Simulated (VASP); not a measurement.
Wanted: an ASE script for a VASP 6.6.1 run.

```yaml
Task: single point
Functional: PBE
Potentials_or_basis: VASP PAW PBE potentials, release 64 (W_sv, Ce, Mg)
Cutoff: 520 eV
k_mesh: 6 × 5 × 5
Occupations: gaussian, width 0.02 eV
Spin: collinear spin, ferromagnetic start
Starting_moments: "[0.0, 1.0, 0.0, 0.0, 0.0, 0.0, 0.0, 0.0] μB"
Further_INCAR_settings: ALGO = Fast; EDIFF = 1.00e-06; NBANDS = 33
```

The structure of CeMg6W lies in CeMg6W.xyz:

```xyz
8
Lattice="4.8596700000 0.0000000000 0.0000000000 0.0000000000 3.1842285000 5.7595695000 0.0000000000 -3.1842285000 5.7595695000" Properties=species:S:1:pos:R:3 pbc="T T T"
W      2.4298350000      0.0000000000      8.0368111272
Ce     0.0000000000      0.0000000000      9.2043564988
Mg     2.4298350000      0.0000000000      1.9929607958
Mg     2.4298350000     -1.5684745376      4.9034670895
Mg     2.4298350000      1.5684745376      4.9034670895
Mg     0.0000000000      0.0000000000      3.8657539336
Mg     0.0000000000     -1.5518847071      6.5848697328
Mg     0.0000000000      1.5518847071      6.5848697328
```

The cell comes from a database or a generator and needn't be the stable form of this composition.

These files were run (other wordings do the same):

run.py

```python
from ase.calculators.vasp import Vasp
from ase.dft.bandgap import bandgap
from ase.io import read

atoms = read('CeMg6W.xyz')
atoms.set_initial_magnetic_moments([0.0, 1.0, 0.0, 0.0, 0.0, 0.0, 0.0, 0.0])
calc = Vasp(
    directory='calc',
    xc='pbe',
    pp='PBE',
    setups={'base': 'minimal', 'W': '_sv'},
    prec='Accurate',
    encut=520,
    ediff=1e-06,
    ismear=0,
    sigma=0.02,
    lreal=False,
    lasph=True,
    nelm=150,
    algo='Fast',
    isif=2,
    lwave=False,
    lcharg=False,
    ispin=2,
    lorbit=11,
    lmaxmix=6,
    kpts=[6, 5, 5],
    gamma=True,
    nbands=33,
)
atoms.calc = calc

print('energy (eV):', atoms.get_potential_energy())
print('free energy (eV):', atoms.get_potential_energy(force_consistent=True))
print('forces (eV/A):')
print(atoms.get_forces())
print('stress (eV/A^3, Voigt):', atoms.get_stress())
print('Fermi level (eV):', calc.get_fermi_level())
print('moment (muB):', atoms.get_magnetic_moment())
print('site moments (muB):', atoms.get_magnetic_moments())
gap, top, bottom = bandgap(calc)
print('band gap (eV):', gap, 'from (spin, k, band)', top, 'to', bottom)
```

Potentials or basis: VASP PAW PBE potentials, release 64 (W_sv, Ce, Mg).

Launch:

```console
$ python run.py
```

Results of the run:

```yaml
Pressure: 0.0 GPa
Largest_force: 0.103 eV/Å
Band_gap_on_the_k_mesh: none (metal or under the smearing width)
Net_moment: 0.01 μB per cell
Valence_electrons_inside_the_program's_atomic_spheres: W 11.92; Ce 9.96; Mg 0.34, 0.37, 0.38
```

Caveat: the magnetic or orbital state may not be the lowest; without U or exact exchange the open f shell lies at the Fermi level, which spoils levels, moments and volumes.

It took 37 min on 1 thread of Intel(R) Xeon(R) Platinum 8375C CPU @ 2.90GHz (Ice Lake), with other jobs on the host, peak memory 0.61 GiB.
